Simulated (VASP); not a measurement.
Output of a VASP run:

### OUTCAR
```
 ion  position               nearest neighbor table
   1  0.250  0.750  0.500-   2 2.80   2 2.80   2 2.80   2 2.80   2 3.48   2 3.48   2 3.48   2 3.48
  LATTYP: Found a body centered tetragonal cell.
 ALAT       =     5.4026516600
 C/A-ratio  =     0.5421617299
 Subroutine PRICEL returns:
 Original cell was already a primitive cell.
 Subroutine GETGRP returns: Found 16 space group operations
The static configuration has the point symmetry D_2d.
 The point group associated with its full space group is D_4h.
The dynamic configuration has the point symmetry D_2d.
 Subroutine INISYM returns: Found 16 space group operations
 Subroutine IBZKPT returns following result:
 Found    244 irreducible k-points:

 Following reciprocal coordinates:
            Coordinates               Weight
  0.000000  0.000000  0.000000      1.000000
  0.071429 -0.000000  0.000000      8.000000
  0.142857  0.000000 -0.000000      8.000000
  0.214286  0.000000  0.000000      8.000000
  0.285714  0.000000  0.000000      8.000000
  0.357143  0.000000 -0.000000      8.000000
  0.428571  0.000000  0.000000      8.000000
  0.500000 -0.000000  0.000000      4.000000
  0.071429  0.071429  0.000000      8.000000
  0.142857  0.071429 -0.000000     16.000000
  0.214286  0.071429  0.000000     16.000000
  0.285714  0.071429 -0.000000     16.000000
  0.357143  0.071429 -0.000000     16.000000
  0.428571  0.071429  0.000000     16.000000
  0.500000  0.071429  0.000000     16.000000
 -0.428571  0.071429 -0.000000     16.000000
 -0.357143  0.071429  0.000000     16.000000
 -0.285714  0.071429  0.000000     16.000000
 -0.214286  0.071429  0.000000     16.000000
 -0.142857  0.071429  0.000000     16.000000
 -0.071429  0.071429  0.000000      4.000000
  0.142857  0.142857 -0.000000      8.000000
  0.214286  0.142857  0.000000     16.000000
  0.285714  0.142857  0.000000     16.000000
  0.357143  0.142857 -0.000000     16.000000
  0.428571  0.142857  0.000000     16.000000
  0.500000  0.142857  0.000000     16.000000
 -0.428571  0.142857 -0.000000     16.000000
 -0.357143  0.142857  0.000000     16.000000
 -0.285714  0.142857 -0.000000     16.000000
 -0.214286  0.142857 -0.000000     16.000000
 -0.142857  0.142857  0.000000      4.000000
  0.214286  0.214286  0.000000      8.000000
  0.285714  0.214286  0.000000     16.000000
  0.357143  0.214286 -0.000000     16.000000
  0.428571  0.214286  0.000000     16.000000
  0.500000  0.214286  0.000000     16.000000
 -0.428571  0.214286  0.000000     16.000000
 -0.357143  0.214286  0.000000     16.000000
 -0.285714  0.214286  0.000000     16.000000
   k-points           NKPTS =    244   k-points in BZ     NKDIM =    244   number of bands    NBANDS=     18
   number of dos      NEDOS =    301   number of ions     NIONS =      2
   total plane-waves  NPLWV =  27000
   dimension x,y,z NGX =    30 NGY =   30 NGZ =   30
   dimension x,y,z NGXF=    60 NGYF=   60 NGZF=   60
   ions per type =               2
   PREC   = accura    normal or accurate (medium, high low for compatibility)
   ISTART =      0    job   : 0-new  1-cont  2-samecut
   ICHARG =      2    charge: 1-file 2-atom 10-const
   ISPIN  =      1    spin polarized calculation?
   LNONCOLLINEAR =      F non collinear calculations
   LSORBIT =      F    spin-orbit coupling
   INIWAV =      1    electr: 0-lowe 1-rand  2-diag
   ENCUT  =  500.0 eV  36.75 Ry    6.06 a.u.   7.46  7.46  7.46*2*pi/ulx,y,z
   NELM   =    100;   NELMIN=  2; NELMDL= -5     # of ELM steps
   EDIFF  = 0.1E-05   stopping-criterion for ELM
   LREAL  =      F    real-space projection
   NLSPLINE    = F    spline interpolate recip. space projectors
   LMAXMIX     =    4 max onsite mixed and CHGCAR
   VOSKOWN=      0    Vosko Wilk Nusair interpolation
   EDIFFG = -.2E-01   stopping-criterion for IOM
   NSW    =     40    number of steps for IOM
   NBLOCK =      1;   KBLOCK =     40    inner block; outer block
...
```

**OSZICAR**
```
       N       E                     dE             d eps       ncg     rms          rms(c)
DAV:   1     0.199369592869E+03    0.19937E+03   -0.14699E+04  8860   0.260E+03
DAV:   2     0.813736413631E+01   -0.19123E+03   -0.18885E+03  8786   0.449E+02
DAV:   3    -0.809631973841E+01   -0.16234E+02   -0.16077E+02  9998   0.137E+02
DAV:   4    -0.855334030616E+01   -0.45702E+00   -0.45386E+00 10506   0.245E+01
DAV:   5    -0.856971832447E+01   -0.16378E-01   -0.16377E-01 11940   0.417E+00    0.377E+00
DAV:   6    -0.850923628568E+01    0.60482E-01   -0.42855E-02 11722   0.366E+00    0.206E+00
DAV:   7    -0.848077641026E+01    0.28460E-01   -0.28962E-02 11614   0.283E+00    0.170E-01
DAV:   8    -0.847981462661E+01    0.96178E-03   -0.27496E-03 11174   0.861E-01    0.318E-02
DAV:   9    -0.847981889720E+01   -0.42706E-05   -0.64075E-05 11682   0.873E-02    0.157E-02
DAV:  10    -0.847981924214E+01   -0.34494E-06   -0.36966E-06  8758   0.245E-02
   1 F= -.31435323E+01 E0= -.31435281E+01  d E =-.314353E+01
```

File OUTCAR:
```
------------------------ aborting loop because EDIFF is reached ----------------------------------------
  FORCE on cell =-STRESS in cart. coord.  units (eV):
  Direction    XX          YY          ZZ          XY          YZ          ZX
  --------------------------------------------------------------------------------------
  Total        5.3166067      5.3166067      5.3528415      0.0000000     -0.0000000      0.0000000
  in kB      199.2623994    199.2623994    200.6204509      0.0000000     -0.0000000      0.0000000
  external PRESSURE =      -0.2849167 kB  Pullay stress =     200.0000000 kB
  volume of cell :       42.75
      direct lattice vectors                 reciprocal lattice vectors
    -2.701325830  2.701325830  1.464555485     0.000000000  0.185094295  0.341400517
     2.701325830 -2.701325830  1.464555485     0.185094295  0.000000000  0.341400517
     2.701325830  2.701325830 -1.464555485     0.185094295  0.185094295  0.000000000
 POSITION                                       TOTAL-FORCE (eV/Angst)
 -----------------------------------------------------------------------------------
      2.70133      0.00000      0.73228        -0.000000      0.000000     -0.000000
      0.00000      0.00000      0.00000         0.000000     -0.000000      0.000000
 -----------------------------------------------------------------------------------
    total drift:                                0.000000     -0.000000      0.000000
  FREE ENERGIE OF THE ION-ELECTRON SYSTEM (eV)
  ---------------------------------------------------
  free  energy   TOTEN  =        -8.4798192421 eV

  energy  without entropy=       -8.4798068719  energy(sigma->0) =       -8.47981512
  enthalpy is  TOTEN    =        -3.1435322692 eV   P V=        5.3362869729

 reached required accuracy - stopping structural energy minimisation
```
(Selected blocks of OUTCAR.)

File POSCAR:
```
Sn
1
   -2.7013258300     2.7013258300     1.4645554849
    2.7013258300    -2.7013258300     1.4645554849
    2.7013258300     2.7013258300    -1.4645554849
Sn
2
Direct
  0.2500000000   0.7500000000   0.5000000000
  1.0000000000   1.0000000000   1.0000000000
```

Task: Reconstruct the remaining input files.

Result: This is not unique; one that fits is the input of the run itself, LDA (Ceperley-Alder, Perdew-Zunger), plane waves, VASP's LDA PAW potentials (set 64).

INCAR:
```
SYSTEM = Sn
PREC = Accurate
ENCUT = 500
EDIFF = 1E-6
NELM = 100
ALGO = Normal
LREAL = .FALSE.
LASPH = .TRUE.
ISMEAR = 1
SIGMA = 0.1
LMAXMIX = 4
LWAVE = .FALSE.
LCHARG = .FALSE.
IBRION = 2
ISIF = 3
NSW = 40
EDIFFG = -0.02
PSTRESS = 200
```

KPOINTS:
```
Automatic mesh
0
Gamma
14 14 14
0 0 0
```

POTCAR, in this order: Sn_d (LDA.64 set). Program: vasp_std.

The compound is Sn in the beta structure. It was relaxed first under an external pressure of 20 GPa.
